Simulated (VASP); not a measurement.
## TaTeSe: single point with PBE

TaTeSe, a sheet with vacuum:

```
Ta Te Se
1.0
     3.59065    0.00000    0.00000
    -1.79532    3.10959    0.00000
     0.00000    0.00000   30.76819
Ta Te Se
1 1 1
Direct
  0.66667 0.33333 0.29170
  0.33333 0.66667 0.35370
  0.33333 0.66667 0.24024
```

The cell was built by a generator and needn't be a form met in nature.

| Item | Value |
| --- | --- |
| Program | VASP 6.6.1 |
| Task | single point |
| Functional | PBE |
| Potentials or basis | VASP PAW PBE potentials, release 64 (Ta_pv, Te, Se) |
| Cutoff | 520 eV |
| k mesh | 12 × 12 × 1 |
| Occupations | gaussian, width 0.1 eV |
| Spin | no spin polarisation |

- Largest force: 0.059 eV/Å
- Band gap on the k mesh: none (metal or under the smearing width)

Forces in eV/Å, atoms in the order of the input:
```
Ta   0.000  0.000  0.041
Te   0.000  0.000  0.018
Se   0.000  0.000 -0.059
```

Levels at points of the mesh, in eV from the Fermi level:
```tsv
k point	band 9	band 10	band 11	band 12	band 13	band 14
(0.00, 0.00, 0.00)	-1.76	-0.49	-0.49	0.63	2.98	2.98
(0.50, 0.00, 0.00)	-2.53	-1.48	-0.67	-0.42	2.62	2.83
```

Run time: 2.4 min on 1 thread of Intel(R) Xeon(R) 6975P-C (Granite Rapids), with other jobs on the host, peak memory 0.53 GiB.

Spin-orbit coupling is left out, which matters for the levels of Ta, Te.
